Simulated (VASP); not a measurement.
Calculation: RPBE GGA, VASP's PBE PAW potentials (set 64) (plane waves; VASP).

VASP ran on this input.

INCAR:
```
ALGO=Normal
EDIFF=1E-6
EDIFFG=-0.01
ENCUT=520
GGA=RP
IBRION=2
ISIF=3
ISMEAR=0
LASPH=.TRUE.
LCHARG=.FALSE.
LMAXMIX=4
LREAL=.FALSE.
LWAVE=.FALSE.
NELM=100
NSW=60
PREC=Accurate
SIGMA=0.05
SYSTEM=YN
```

### KPOINTS
```
Automatic mesh
0
Gamma
8 8 8
0 0 0
```

**POSCAR**
```
YN
1
    0.0000000000     2.4400000000     2.4400000000
    2.4400000000     0.0000000000     2.4400000000
    2.4400000000     2.4400000000     0.0000000000
Y N
1 1
Direct
  0.0000000000   0.0000000000   0.0000000000
  0.5000000000   0.5000000000   0.5000000000
```

POTCAR, in this order: Y_sv N (PBE.64 set). Program: vasp_std.

Energy and stress use the plane-wave basis of the starting cell.

Question: What does the run give for the energy per atom (σ→0), volume per atom, band gap (on the k-mesh)?

Answer: 
The energy per atom (σ→0) is -8.696 eV/atom. The band gap (on the k-mesh) is 0.28 eV and the volume per atom is 15.06 Å³/atom.

### OSZICAR
```
...
DAV:   2    -0.174118733808E+02    0.11328E+00   -0.22066E-01   816   0.403E+00    0.145E+00
DAV:   3    -0.173875648687E+02    0.24309E-01   -0.12410E-01  1072   0.237E+00    0.161E+00
DAV:   4    -0.173884339471E+02   -0.86908E-03   -0.95786E-03   968   0.720E-01    0.108E+00
DAV:   5    -0.173923016628E+02   -0.38677E-02   -0.54030E-03  1128   0.387E-01    0.100E-01
DAV:   6    -0.173923765596E+02   -0.74897E-04   -0.46738E-04  1040   0.168E-01    0.109E-01
DAV:   7    -0.173924886848E+02   -0.11213E-03   -0.11320E-04  1092   0.915E-02    0.554E-03
DAV:   8    -0.173924879306E+02    0.75413E-06   -0.45957E-06   712   0.162E-02
   3 F= -.17392488E+02 E0= -.17392488E+02  d E =-.182932E-01
```

The compound is YN in the rock salt structure. This run relaxes it. Symmetry was kept, so distortions that lower it aren't found.
